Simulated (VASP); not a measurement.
**Lattice of Ag (Silver) across functionals and dispersion corrections**

Which functional gives the lattice of Ag (Silver) as experiment finds it, and is a dearer one worth its cost? The levels: PBE, LDA, r2SCAN and PBE + D3(BJ). The start is a cell from a database of measured crystal structures.

Calculated with VASP 6.6.1; PBE; plane waves and PAW (Ag), in the first sound run; inputs show where later runs differ.

**What experiment says.**

For Ag, fcc (bulk crystal), “Polycyclic aromatic chains on metals and insulating layers by repetitive [3+2] cycloadditions” (2020, pmc:7083871) quotes earlier work: lattice constant a (cubic lattice constant, quoted experimental value used to build the …) 4.085 Å [literature experimental value quoted as input for the DFT slab; source and temperature …].

Report form: the programs' logs are mostly left out.

## Step 1: Set-up

Before any relaxation, the start is as follows. It takes space group Fm-3m (No. 225, cubic). Conventional cell: a = 4.086 Å, b = 4.086 Å, c = 4.086 Å, α = 90.00°, β = 90.00°, γ = 90.00°. Nearest to Ag lie 12 Ag at 2.89 Å.

Structure file:

```xyz
1
Lattice="0.0000 2.0430 2.0430 2.0430 0.0000 2.0430 2.0430 2.0430 0.0000" Properties=species:S:1:pos:R:3 pbc="T T T"
Ag    0.0000    0.0000    0.0000
```

## Step 2: Relaxation with PBE

Properties are meant for the cell that this level of theory prefers, so cell and atoms are relaxed first (ISIF = 3) until forces and stress are small; EDIFFG sets the threshold. PBE, the usual starting point, adds the gradient of the density.

Contents of INCAR:

```
SYSTEM = Ag
PREC = Accurate
ENCUT = 520
EDIFF = 1E-06
NELM = 100
ISMEAR = -1
SIGMA = 0.05
LREAL = .FALSE.
ALGO = Normal
GGA = PE
NBANDS = 11
LASPH = .TRUE.
LORBIT = 11
LWAVE = .FALSE.
LCHARG = .FALSE.
KPAR = 2
IBRION = 2
NSW = 60
ISIF = 3
EDIFFG = -0.01
```

Contents of POSCAR:

```
Ag
1.0
    0.0000000000      2.0430000000      2.0430000000
    2.0430000000      0.0000000000      2.0430000000
    2.0430000000      2.0430000000      0.0000000000
Ag
1
Direct
    0.0000000000      0.0000000000      0.0000000000
```

Contents of KPOINTS:

```
Automatic mesh
0
Gamma
11 11 11
0 0 0
```

The projector-augmented-wave data sets are Ag (PBE family, release 64).

On the command line:

```bash
> mpirun -np 2 vasp_std
```

It took 20 s on 2 MPI ranks of AMD EPYC 7R43, shared host; peak memory 0.23 GiB.

This run has no spin polarisation. Its electron count is odd, so without a moment it is a metal by construction. The k-mesh is coarse for a metal. The run keeps the 48 symmetry operations of its start, so it cannot find a distortion of lower symmetry.

Relaxation path:

| step | energy less that of the first step (eV) | largest force (eV/Å) | pressure (GPa) | volume (Å³) |
| --- | --- | --- | --- | --- |
| 1 | 0.0000 | 0.0000 | 4.21 | 17.05 |
| 2 | -0.0068 | 0.0000 | -1.83 | 18.18 |
| 3 | -0.0091 | 0.0000 | 0.03 | 17.78 |

| conventional cell, symmetrised | before | after | change |
| --- | --- | --- | --- |
| a (Å) | 4.086 | 4.143 | +1.4 % |
| b (Å) | 4.086 | 4.143 | +1.4 % |
| c (Å) | 4.086 | 4.143 | +1.4 % |
| volume (Å³/atom) | 17.05 | 17.78 | +4.3 % |

Final coordinates:

```
Ag
1.0
     0.00000    2.07172    2.07172
     2.07172    0.00000    2.07172
     2.07172    2.07172    0.00000
Ag
1
Direct
  0.00000 0.00000 0.00000
```

This step gave:

| Quantity | Value |
| --- | --- |
| electrons | 11 |
| bands | 11 |
| irreducible k points | 56 |
| symmetry operations | 48 |
| free energy (TOTEN) | -2.720 eV |
| energy at zero smearing | -2.718 eV |
| Fermi energy | 8.126 eV |
| pressure | 0.03295 GPa |
| metallic | yes |
| SCF cycles over all ionic steps | 24 |

It ends with forces that vanish by symmetry and a pressure of 0.03 GPa. The volume lies +4.3 % from that of the database's start. The conventional cell has a = 4.143 Å.

## Step 3: Relaxation with LDA

This step: LDA; plane waves and PAW (Ag) (VASP 6.6.1).

LDA, the lowest rung, knows the local density alone.

INCAR, as its differences from that of step 2:

```diff
@@ -9,3 +9,3 @@
 ALGO = Normal
-GGA = PE
+GGA = CA
 NBANDS = 11
```

POSCAR is that of step 2.

KPOINTS is that of step 2.

On the command line:

```bash
> mpirun -np 2 vasp_std
```

The job ended after 14 s (2 MPI ranks; peak memory 0.2 GiB; 27 s of CPU time).

The PAW data sets were made with PBE, though LDA sets exist; this is a small mismatch.

Relaxation path:

| step | energy less that of the first step (eV) | largest force (eV/Å) | pressure (GPa) | volume (Å³) |
| --- | --- | --- | --- | --- |
| 1 | 0.0000 | 0.0000 | -7.43 | 17.05 |
| 2 | -0.0057 | 0.0000 | 8.60 | 15.18 |
| 3 | -0.0264 | 0.0000 | -0.07 | 16.00 |

| conventional cell, symmetrised | before | after | change |
| --- | --- | --- | --- |
| a (Å) | 4.086 | 4.000 | -2.1 % |
| b (Å) | 4.086 | 4.000 | -2.1 % |
| c (Å) | 4.086 | 4.000 | -2.1 % |
| volume (Å³/atom) | 17.05 | 16.00 | -6.2 % |

The relaxed structure:

```xyz
1
Lattice="0.0000 2.0002 2.0002 2.0002 0.0000 2.0002 2.0002 2.0002 0.0000" Properties=species:S:1:pos:R:3 pbc="T T T"
Ag    0.0000    0.0000    0.0000
```

Numbers from this step:

```
free energy (TOTEN)     : -3.824 eV
energy at zero smearing : -3.823 eV
Fermi energy            : 9.127 eV
pressure                : -0.06908 GPa
```

It ends at 16.00 Å³/atom, -6.2 % from the start, with -0.07 GPa left. The conventional cell has a = 4.000 Å.

## Step 4: Relaxation with r2SCAN

This step: r2SCAN; plane waves and PAW (Ag) (VASP 6.6.1).

r2SCAN adds the kinetic-energy density, costs more than a GGA and is run with LASPH.

INCAR, as its differences from that of step 3:

```diff
@@ -9,5 +9,5 @@
 ALGO = Normal
-GGA = CA
+METAGGA = R2SCAN
+LASPH = .TRUE.
 NBANDS = 11
-LASPH = .TRUE.
 LORBIT = 11
```

POSCAR is that of step 3.

KPOINTS is that of step 3.

On the command line:

```bash
> mpirun -np 2 vasp_std
```

Elapsed: 84 s, on 2 MPI ranks; peak memory 0.23 GiB.

The PAW data sets were made with PBE, which is usual practice but a small mismatch for other functionals.

Step by step:

| step | energy less that of the first step (eV) | largest force (eV/Å) | pressure (GPa) | volume (Å³) |
| --- | --- | --- | --- | --- |
| 1 | 0.0000 | 0.0000 | 1.37 | 17.05 |
| 2 | -0.0004 | 0.0000 | -0.86 | 17.42 |
| 3 | -0.0008 | 0.0000 | 0.04 | 17.26 |

| conventional cell, symmetrised | before | after | change |
| --- | --- | --- | --- |
| a (Å) | 4.086 | 4.103 | +0.4 % |
| b (Å) | 4.086 | 4.103 | +0.4 % |
| c (Å) | 4.086 | 4.103 | +0.4 % |
| volume (Å³/atom) | 17.05 | 17.26 | +1.2 % |

The relaxed structure:

```cif
data_structure
_symmetry_space_group_name_H-M 'P 1'
_symmetry_Int_Tables_number 1
_cell_length_a 2.9010
_cell_length_b 2.9010
_cell_length_c 2.9010
_cell_angle_alpha 60.000
_cell_angle_beta 60.000
_cell_angle_gamma 60.000
_cell_volume 17.26
loop_
_atom_site_label
_atom_site_type_symbol
_atom_site_fract_x
_atom_site_fract_y
_atom_site_fract_z
_atom_site_occupancy
Ag1 Ag 0.00000 0.00000 0.00000 1
```

It ends at 17.26 Å³/atom, +1.2 % from the start, with 0.04 GPa left. The conventional cell has a = 4.103 Å.

## Step 5: Relaxation with PBE + D3(BJ)

This step: PBE with D3(BJ); plane waves and PAW (Ag) (VASP 6.6.1).

A dispersion term adds the long-range attraction that semilocal functionals lack. D3 with Becke-Johnson damping keeps a finite attraction at short range.

INCAR, as its differences from that of step 4:

```diff
@@ -9,5 +9,6 @@
 ALGO = Normal
-METAGGA = R2SCAN
+GGA = PE
+IVDW = 12
+NBANDS = 11
 LASPH = .TRUE.
-NBANDS = 11
 LORBIT = 11
```

POSCAR is that of step 4.

KPOINTS is that of step 4.

On the command line:

```bash
> mpirun -np 2 vasp_std
```

Elapsed: 23 s, on 2 MPI ranks; peak memory 0.25 GiB; 43 s of CPU time.

Dispersion corrections of this kind ignore metallic screening and tend to overbind metals.

Step by step:

| step | energy less that of the first step (eV) | largest force (eV/Å) | pressure (GPa) | volume (Å³) |
| --- | --- | --- | --- | --- |
| 1 | 0.0000 | 0.0000 | -1.50 | 17.05 |
| 2 | -0.0007 | 0.0000 | 1.08 | 16.66 |
| 3 | -0.0011 | 0.0000 | 0.07 | 16.81 |

| conventional cell, symmetrised | before | after | change |
| --- | --- | --- | --- |
| a (Å) | 4.086 | 4.067 | -0.5 % |
| b (Å) | 4.086 | 4.067 | -0.5 % |
| c (Å) | 4.086 | 4.067 | -0.5 % |
| volume (Å³/atom) | 17.05 | 16.81 | -1.4 % |

Final coordinates:

```xyz
1
Lattice="0.0000 2.0333 2.0333 2.0333 0.0000 2.0333 2.0333 2.0333 0.0000" Properties=species:S:1:pos:R:3 pbc="T T T"
Ag    0.0000    0.0000    0.0000
```

It ends at 16.81 Å³/atom, -1.4 % from the start, with 0.07 GPa left. The conventional cell has a = 4.067 Å. Against plain PBE, the dispersion term moves a by -1.9 %.

## Step 6: The cells as a table

This step: relaxed cells at several levels; plane waves and PAW (VASP 6.6.1).

This step runs nothing: it gathers the runs above.

Lengths are those of the conventional cell; cost is the wall time of each run, as given at its step, times its ranks, without the set-up around it. Results by level, by row:

| level | volume (Å³/atom) | change from the start (%) | a (Å) | cost (core minutes) |
| --- | --- | --- | --- | --- |
| PBE | 17.78 | 4.3 | 4.143 | 0.653 |
| LDA | 16 | -6.2 | 4 | 0.473 |
| r2SCAN | 17.26 | 1.2 | 4.103 | 2.8 |
| PBE + D3(BJ) | 16.81 | -1.4 | 4.067 | 0.767 |

## Step 7: Outcome

```yaml
volume_pbe: 17.78 Å³/atom
volume_lda: 16.00 Å³/atom
volume_r2scan: 17.26 Å³/atom
volume_pbe_d3_bj: 16.81 Å³/atom
```

For Ag (Silver) the levels give volumes between 16.00 Å³/atom (LDA) and 17.78 Å³/atom (PBE), a spread of 11.1 %, while the cost of the finished runs spans a factor of 5.9. Within 1 % of experiment on every length: r2SCAN and PBE + D3(BJ). The nearest, r2SCAN, took 3.7 times the core time of PBE + D3(BJ) and lowers the largest miss from 0.45 to 0.43 %. Thermal and zero-point expansion, often some tenths of a per cent in length, bear on this order: with the measured lengths lowered by an assumed 0.4 % the nearest becomes PBE + D3(BJ). The costs hold the number of ionic steps as well as the price of the functional. Adding D3(BJ) to PBE changes the volume by -5.5 % (a by -1.9 %). Pairwise corrections of the D and TS kind ignore the screening in a metal, so they may overbind here. Within 0.02 Å all end in space group Fm-3m; the runs can't lower the symmetry of the start. The k-sampling is coarse for a metal, so the Fermi level, pressures and the shape of the cell carry errors. Each is a single relaxation on the plane waves of the start cell, so larger changes of volume carry a basis-set error that was not tested here.

Comparison with the measured values:

```
              quantity  measured             PBE             LDA          r2SCAN    PBE + D3(BJ)
lattice constant a (Å)     4.085  4.143 (+1.4 %)  4.000 (-2.1 %)  4.103 (+0.4 %)  4.067 (-0.4 %)
```

Measured values from pmc:7083871 (2020).

**Verdict.** For the lattice constant a, of the levels listed nearest comes r2SCAN (+0.4 %, good agreement) and farthest LDA (-2.1 %, a clear miss). The grades are ours: good and fair within 0.7 and 1.5 % for the lattice constant a. Zero-point motion and thermal expansion are not in the computed lattice constants.

[Lines on the potential files, build, host, timing and source positions are cut from VASP's logs without a mark.]

[Logs are printed without paths, hosts, clocks, repeated set-up lines and the standing remarks that a program may print on its own settings, such as how far it seeks lower states.]

[Hosts, paths, dates, database ids (printed as entryN), source tags and the programs' standing remarks are cut or masked in the printed files.]

[A measured line is paired with the nearest computed mode of its activity, which favours agreement.]
